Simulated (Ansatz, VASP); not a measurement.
# Cross-check of NaFe4Cl (2 layers of NaCl on Fe(100)) between VASP and Ansatz, part 2 of 2

Aim: how closely do two programs agree when they are given the same cell, functional and k mesh? The structure shown is the end of the Ansatz relaxation below.

VASP 6.6.1 and Ansatz 0.2.0.

So far: The starting structure; Ansatz: relaxation, PBE with D3(BJ).

## (3) VASP: single point, PBE with D3(BJ)

Level of this step: PBE with D3(BJ), spin-polarised from a ferromagnetic start; plane waves and PAW (Fe, Cl, Na_pv) (VASP).

The same cell, functional, mesh and smearing now go to VASP, with its own data sets and cutoff.

Lines of VASP's logs that name or quote its potential files are left out, and so is its time.

INCAR

```
SYSTEM = NaFe4Cl
PREC = Accurate
ENCUT = 400
EDIFF = 1E-06
NELM = 100
ISMEAR = -1
SIGMA = 0.1
LREAL = .FALSE.
ALGO = Normal
GGA = PE
IVDW = 12
NBANDS = 77
ISPIN = 2
MAGMOM = 2.93 2.93 2.44 2.44 2.39 2.39 2.71 2.97 0.03 0 0.01 0
LASPH = .TRUE.
LMAXMIX = 4
LORBIT = 11
LWAVE = .FALSE.
LCHARG = .FALSE.
KPAR = 4
ISIF = 0
LDIPOL = .TRUE.
IDIPOL = 3
DIPOL = 0.5 0.5 0.471
LVHAR = .TRUE.
```

POSCAR

```
NaFe4Cl
1.0
    3.9880822500      0.0000000000      0.0000000000
    0.0000000000      3.9880822500      0.0000000000
    0.0000000000      0.0000000000     26.7250000000
Fe Cl Na
8 2 2
Direct
    0.0000000000      0.5000000000      0.3180542563
    0.5000000000      0.0000000000      0.3180542563
    0.0000000000      0.0000000000      0.3717492984
    0.5000000000      0.5000000000      0.3717492984
    0.0000000000      0.5000000000      0.4269307135
    0.5000000000      0.0000000000      0.4269307135
    0.0000000000      0.0000000000      0.4753561804
    0.5000000000      0.5000000000      0.4834671146
    0.5000000000      0.5000000000      0.5836873195
    0.0000000000      0.0000000000      0.6914192921
    0.0000000000      0.0000000000      0.5866523419
    0.5000000000      0.5000000000      0.6867851006
```

KPOINTS

```
Automatic mesh
0
Gamma
7 7 1
0 0 0
```

PAW data sets: Fe, Cl and Na_pv (PBE family, release 64).

On the command line:

```
$ mpirun -np 4 vasp_std
```

Numbers of over 12 decimals in the logs are rounded to 6 here.

The log of the run:

```text
[banner, memory and clock lines left out]
running    4 mpi-ranks, on    1 nodes
 distrk:  each k-point on    1 cores,    4 groups
 distr:  one band on    1 cores,    1 groups

 POSCAR found type information on POSCAR FeClNa
 POSCAR found :  3 types and      12 ions
 LDA part: xc-table for (Slater+PW92), standard interpolation
 POSCAR, INCAR and KPOINTS ok, starting setup
 FFT: planning ... GRIDC
 FFT: planning ... GRID_SOFT
 FFT: planning ... GRID
 WAVECAR not read
 entering main loop
       N       E                     dE             d eps       ncg     rms          rms(c)
DAV:   1     0.761976205538E+03    0.76198E+03   -0.32882E+04  3272   0.933E+02
DAV:   2     0.111169230982E+02   -0.75086E+03   -0.70100E+03  3093   0.287E+02
DAV:   3    -0.787417542814E+02   -0.89859E+02   -0.84577E+02  4284   0.114E+02
DAV:   4    -0.827984827967E+02   -0.40567E+01   -0.40175E+01  3616   0.245E+01
DAV:   5    -0.828950158777E+02   -0.96533E-01   -0.96463E-01  3835   0.358E+00    0.307E+01
DAV:   6    -0.119880311216E+03   -0.36985E+02   -0.11392E+02  4512   0.116E+02    0.872E+01
DAV:   7    -0.756858952732E+02    0.44194E+02   -0.51119E+01  4057   0.740E+01    0.228E+01
DAV:   8    -0.870222409758E+02   -0.11336E+02   -0.30156E+01  3931   0.849E+01    0.559E+01
DAV:   9    -0.758847321688E+02    0.11138E+02   -0.26890E+01  3764   0.566E+01    0.225E+01
DAV:  10    -0.819616267742E+02   -0.60769E+01   -0.30897E+01  4300   0.556E+01    0.389E+01
DAV:  11    -0.740217602849E+02    0.79399E+01   -0.13579E+01  4102   0.336E+01    0.129E+01
DAV:  12    -0.741275533752E+02   -0.10579E+00   -0.29153E+00  4151   0.195E+01    0.121E+01
DAV:  13    -0.739979430805E+02    0.12961E+00   -0.11976E+00  3670   0.124E+01    0.807E+00
DAV:  14    -0.740143066283E+02   -0.16364E-01   -0.76717E-01  4232   0.714E+00    0.502E+00
[...]
DAV:  39    -0.744234952469E+02   -0.18873E-03   -0.20914E-06  2686   0.712E-03    0.395E-03
DAV:  40    -0.744236286066E+02   -0.13336E-03   -0.13357E-06  2565   0.559E-03    0.335E-03
DAV:  41    -0.744237057978E+02   -0.77191E-04   -0.80532E-07  2548   0.330E-03    0.195E-03
DAV:  42    -0.744237236417E+02   -0.17844E-04   -0.22161E-07  2413   0.206E-03    0.152E-03
DAV:  43    -0.744237267593E+02   -0.31176E-05   -0.74506E-08  2337   0.123E-03    0.145E-03
DAV:  44    -0.744237281600E+02   -0.14007E-05   -0.64155E-08  2305   0.150E-03    0.585E-04
DAV:  45    -0.744237297338E+02   -0.15739E-05   -0.49688E-08  2311   0.957E-04    0.624E-04
DAV:  46    -0.744237304841E+02   -0.75028E-06   -0.19565E-08  2196   0.717E-04
   1 F= -.77095446E+02 E0= -.76918551E+02  d E =-.353790E+00  mag=    21.6002
```

From OUTCAR (step 3):

```text
ion  position               nearest neighbor table
   1  0.000  0.500  0.318-   3 2.46   4 2.46   3 2.46   4 2.46   2 2.82   2 2.82   2 2.82   2 2.82
                             5 2.91
   2  0.500  0.000  0.318-   3 2.46   4 2.46   4 2.46   3 2.46   1 2.82   1 2.82   1 2.82   1 2.82
                             6 2.91
   3  0.000  0.000  0.372-   1 2.46   2 2.46   1 2.46   2 2.46   5 2.48   5 2.48   6 2.48   6 2.48
                             7 2.77   4 2.82   4 2.82   4 2.82   4 2.82
   4  0.500  0.500  0.372-   1 2.46   2 2.46   2 2.46   1 2.46   5 2.48   6 2.48   6 2.48   5 2.48
                             3 2.82   3 2.82   3 2.82   3 2.82   8 2.99
   5  0.000  0.500  0.427-   7 2.38   7 2.38   3 2.48   3 2.48   4 2.48   4 2.48   8 2.50   8 2.50
                             6 2.82   6 2.82   6 2.82   6 2.82   1 2.91
   6  0.500  0.000  0.427-   7 2.38   7 2.38   3 2.48   4 2.48   3 2.48   4 2.48   8 2.50   8 2.50
                             5 2.82   5 2.82   5 2.82   5 2.82   2 2.91
   7  0.000  0.000  0.475-   5 2.38   6 2.38   5 2.38   6 2.38   3 2.77   8 2.83   8 2.83   8 2.83
                             8 2.83
   8  0.500  0.500  0.483-   5 2.50   6 2.50   6 2.50   5 2.50   9 2.68   7 2.83   7 2.83   7 2.83
                             7 2.83   4 2.99
   9  0.500  0.500  0.584-   8 2.68
  10  0.000  0.000  0.691-
  11  0.000  0.000  0.587-
  12  0.500  0.500  0.687-

  LATTYP: Found a simple tetragonal cell.
 ALAT       =     3.9880822500
 C/A-ratio  =     6.7012158538

 Subroutine GETGRP returns: Found  8 space group operations
 (whereof  8 operations were pure point group operations)

The static configuration has the point symmetry C_4v.

 Found     10 irreducible k-points:

   k-points           NKPTS =     10   k-points in BZ     NKDIM =     10   number of bands    NBANDS=     77

   dimension x,y,z NGX =    28 NGY =   28 NGZ =  180
   dimension x,y,z NGXF=    56 NGYF=   56 NGZF=  360

   ENCUT  =  400.0 eV  29.40 Ry    5.42 a.u.   6.50  6.50 43.58*2*pi/ulx,y,z

   NELECT =      92.0000    total number of electrons

 k-points in reciprocal lattice and weights: Automatic mesh
   0.00000000  0.00000000  0.00000000       0.020
   0.14285714  0.00000000  0.00000000       0.082
   0.28571429  0.00000000  0.00000000       0.082
   0.42857143  0.00000000  0.00000000       0.082
   0.14285714  0.14285714  0.00000000       0.082
   0.28571429  0.14285714  0.00000000       0.163
   0.42857143  0.14285714  0.00000000       0.163
   0.28571429  0.28571429  0.00000000       0.082
   0.42857143  0.28571429  0.00000000       0.163
   0.42857143  0.42857143  0.00000000       0.082

 dipolmoment           0.000000      0.000000     -0.110172 electrons x Angstroem

 average (electrostatic) potential at core
       1 -49.3850       2 -49.3850       3 -49.0573       4 -49.0170       5 -49.0133
       6 -49.0133       7 -49.1846       8 -49.4453       9 -96.8545      10 -96.5990
      11 -50.5388      12 -50.8029

 E-fermi :   0.0984

 spin component 1
 k-point     1 :       0.0000    0.0000    0.0000
  band No.  band energies     occupation
    ...
     53      -0.8005      0.99988
     54      -0.5406      0.99832
     55      -0.4979      0.99743
     56      -0.4979      0.99743
     57      -0.2913      0.98011
     58       1.1581      0.00002
     59       1.7096      0.00000
     60       1.8123      0.00000
     61       1.8123      0.00000
     62       3.0170      0.00000
    ...

 k-point     2 :       0.1429    0.0000    0.0000
  band No.  band energies     occupation
    ...
     53      -0.6613      0.99950
     54      -0.6163      0.99921
     55      -0.4827      0.99701
     56      -0.3486      0.98868
     57      -0.3328      0.98677
     58       0.9345      0.00023
     59       1.4524      0.00000
     60       1.9093      0.00000
     61       2.3613      0.00000
     62       3.2288      0.00000
    ...

 k-point     3 :       0.2857    0.0000    0.0000
  band No.  band energies     occupation
    ...
     53      -0.7650      0.99982
     54      -0.5119      0.99777
     55      -0.4812      0.99697
     56      -0.4434      0.99558
     57      -0.3833      0.99197
     58       0.1697      0.32889
     59       1.8448      0.00000
     60       2.2160      0.00000
     61       2.4687      0.00000
     62       3.5760      0.00000
    ...

 k-point     4 :       0.4286    0.0000    0.0000
  band No.  band energies     occupation
    ...
     53      -0.9635      0.99998
     54      -0.8818      0.99994
     55      -0.4218      0.99453
     56      -0.3958      0.99291
     57      -0.2859      0.97901
     58       0.5597      0.00982
     59       1.0725      0.00006
     60       2.3394      0.00000
     61       3.1992      0.00000
     62       3.2801      0.00000
    ...

 k-point     5 :       0.1429    0.1429    0.0000
  band No.  band energies     occupation
    ...
     53      -0.7598      0.99981
     54      -0.7335      0.99976
     55      -0.3652      0.99039
     56      -0.3240      0.98557
     57      -0.2820      0.97821
     58       1.4306      0.00000
     59       1.4341      0.00000
     60       1.7117      0.00000
     61       2.1112      0.00000
     62       3.4455      0.00000
    ...

 k-point     6 :       0.2857    0.1429    0.0000
  band No.  band energies     occupation
    ...
     53      -0.8740      0.99994
     54      -0.5748      0.99881
     55      -0.4115      0.99393
     56      -0.3235      0.98549
     57       0.0380      0.64649
     58       0.1842      0.29775
     59       1.9571      0.00000
     60       2.3662      0.00000
     61       2.4697      0.00000
     62       2.6596      0.00000
    ...

 Edisp (eV)   -2.67172

  energy-cutoff  :      400.00
  volume of cell :      425.06
      direct lattice vectors                 reciprocal lattice vectors
     3.988082250  0.000000000  0.000000000     0.250747085  0.000000000  0.000000000
     0.000000000  3.988082250  0.000000000     0.000000000  0.250747085  0.000000000
     0.000000000  0.000000000 26.725000000     0.000000000  0.000000000  0.037418148

 POSITION                                       TOTAL-FORCE (eV/Angst)
 -----------------------------------------------------------------------------------
      0.00000      1.99404      8.50000        -0.000000     -0.000000      0.209468
      1.99404      0.00000      8.50000         0.000000      0.000000      0.209468
      0.00000      0.00000      9.93500        -0.000000      0.000000     -0.213262
      1.99404      1.99404      9.93500         0.000000      0.000000     -0.182305
      0.00000      1.99404     11.40972        -0.000000      0.000000      0.001437
      1.99404      0.00000     11.40972         0.000000      0.000000      0.001437
      0.00000      0.00000     12.70389         0.000000      0.000000     -0.011949
      1.99404      1.99404     12.92066         0.000000      0.000000     -0.027231
      1.99404      1.99404     15.59904         0.000000      0.000000      0.008073
      0.00000      0.00000     18.47818        -0.000000      0.000000      0.001198
      0.00000      0.00000     15.67828         0.000000      0.000000     -0.007295
      1.99404      1.99404     18.35433         0.000000      0.000000      0.010964
 -----------------------------------------------------------------------------------
    total drift:                                0.000000      0.000000     -0.002272

  FREE ENERGIE OF THE ION-ELECTRON SYSTEM (eV)
  ---------------------------------------------------
  free  energy   TOTEN  =       -77.0954456509 eV

  energy  without entropy=      -76.7416553715  energy(sigma->0) =      -76.91855051

 vacuum level on the upper side and lower side of the slab         2.792         4.046

 total charge
# of ion       s       p       d       tot
------------------------------------------
    1        0.451   0.333   6.137   6.922
    2        0.451   0.333   6.137   6.922
    3        0.482   0.521   6.240   7.243
    4        0.477   0.511   6.245   7.233
    5        0.484   0.521   6.255   7.260
    6        0.484   0.521   6.255   7.260
    7        0.489   0.379   6.212   7.080
    8        0.419   0.337   6.120   6.877
    9        1.593   3.558   0.000   5.151
   10        1.588   3.569   0.000   5.157
   11        0.046   5.979   0.000   6.025
   12        0.041   5.975   0.000   6.016
--------------------------------------------------
tot          7.006  22.538  49.602  79.146

 magnetization (x)
# of ion       s       p       d       tot
------------------------------------------
    1        0.007  -0.007   2.935   2.935
    2        0.007  -0.007   2.935   2.935
    3       -0.015  -0.058   2.480   2.407
    4       -0.016  -0.053   2.474   2.405
    5       -0.015  -0.052   2.435   2.368
    6       -0.015  -0.052   2.435   2.368
    7        0.007  -0.005   2.733   2.734
    8        0.001  -0.010   2.968   2.959
    9        0.004   0.021   0.000   0.025
   10        0.000   0.001   0.000   0.001
   11        0.004   0.002   0.000   0.006
   12        0.001   0.000   0.000   0.001
--------------------------------------------------
tot         -0.029  -0.219  21.394  21.146

[... 6 further parts left out ...]
```

## (4) Differences

Known differences besides the potentials themselves: VASP starts from the moments at which Ansatz ended; the data sets hold 160 valence electrons in Ansatz (default PAW (the set named soft_2) files) and 92 in VASP; the cutoff is 420 eV in Ansatz and 400 eV in VASP; site moments are counted in spheres of each program's own size. Total energies have different zeros and are not compared.

Compared:

```csv
quantity,Ansatz,VASP,difference
total moment (μB),21.59,21.60,-0.01
moment on Fe8 (μB),2.97,2.96,+0.01
moment on Fe1 (μB),2.93,2.94,0.00
moment on Fe2 (μB),2.93,2.94,0.00
moment on Fe7 (μB),2.71,2.73,-0.03
moment on Fe3 (μB),2.44,2.41,+0.04
moment on Fe4 (μB),2.44,2.40,+0.03
moment on Fe5 (μB),2.39,2.37,+0.02
moment on Fe6 (μB),2.39,2.37,+0.02
"work function, lower of the two faces (eV)",2.70,2.69,0.00
"work function, higher of the two faces (eV)",3.96,3.95,+0.01
```

Forces on 7 of the 12 atoms, those with the largest forces and the largest differences (eV/Å; atoms numbered as in POSCAR):

```csv
atom,"Ansatz x, y, z","VASP x, y, z"
Fe1,"0.000, 0.000, 0.190","0.000, 0.000, 0.209"
Fe2,"0.000, 0.000, 0.190","0.000, 0.000, 0.209"
Fe3,"0.000, 0.000, -0.208","0.000, 0.000, -0.213"
Fe4,"0.000, 0.000, -0.175","0.000, 0.000, -0.182"
Fe7,"0.000, 0.000, 0.007","0.000, 0.000, -0.012"
Fe8,"0.000, 0.000, -0.013","0.000, 0.000, -0.027"
Cl9,"0.000, 0.000, 0.012","0.000, 0.000, 0.008"
```

The forces differ by 6.5 meV/Å r.m.s., which is 9.5 % of the r.m.s. force of 0.07 eV/Å (both taken over all components).

## (5) Outcome

| Item | Value |
| --- | --- |
| r.m.s. force difference (single point, PBE with D3(BJ)) | 6.5 meV/Å |

The r.m.s. force difference is 6.5 meV/Å (single point, PBE with D3(BJ)), within the 12 meV/Å picked in this series as the mark of a large difference. How closely two codes agree says nothing of how well the functional describes the real material.

[Lines on the potential files, build, host, timing and source positions are cut from VASP's logs without a mark.]

[Logs are printed without paths, hosts, clocks, repeated set-up lines and the standing remarks that a program may print on its own settings, such as how far it seeks lower states.]

[Hosts, paths, dates, database ids (printed as entryN), source tags and the programs' standing remarks are cut or masked in the printed files.]
